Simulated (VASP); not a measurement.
## Se (relaxed from the hcp structure, space group P6_3/mmc): computed properties

Level of theory: r2SCAN meta-GGA, VASP's PBE PAW potentials (set 64) (plane waves; VASP).

| Item | Result |
|---|---|
| space group | P6_3/mmc (194) |
| cell | a = 3.6575 Å, b = 3.6575 Å, c = 3.8008 Å, α = 90.00°, β = 90.00°, γ = 120.00° |
| volume per atom | 22.02 Å³/atom |
| band gap (over mesh and band path) | none (metal, semimetal or under 0.01 eV) |
| density | 5.96 g/cm³ |

```cif
data_Se2
_chemical_formula_sum 'Se2'
_space_group_name_H-M_alt 'P63/mmc'
_space_group_IT_number 194
_space_group_name_Hall '-P 6c 2c'
_cell_length_a 3.65748
_cell_length_b 3.65748
_cell_length_c 3.80083
_cell_angle_alpha 90.000
_cell_angle_beta 90.000
_cell_angle_gamma 120.000
loop_
_atom_site_label
_atom_site_type_symbol
_atom_site_symmetry_multiplicity
_atom_site_Wyckoff_symbol
_atom_site_fract_x
_atom_site_fract_y
_atom_site_fract_z
_atom_site_occupancy
Se1 Se 2 c 0.33333 0.66667 0.25000 1
```

The structure was generated: Se was put into the hcp type (P6_3/mmc), which need not be its known phase. It was relaxed first, which changed the volume by +8 %. Symmetry was kept, so distortions that lower it aren't found.
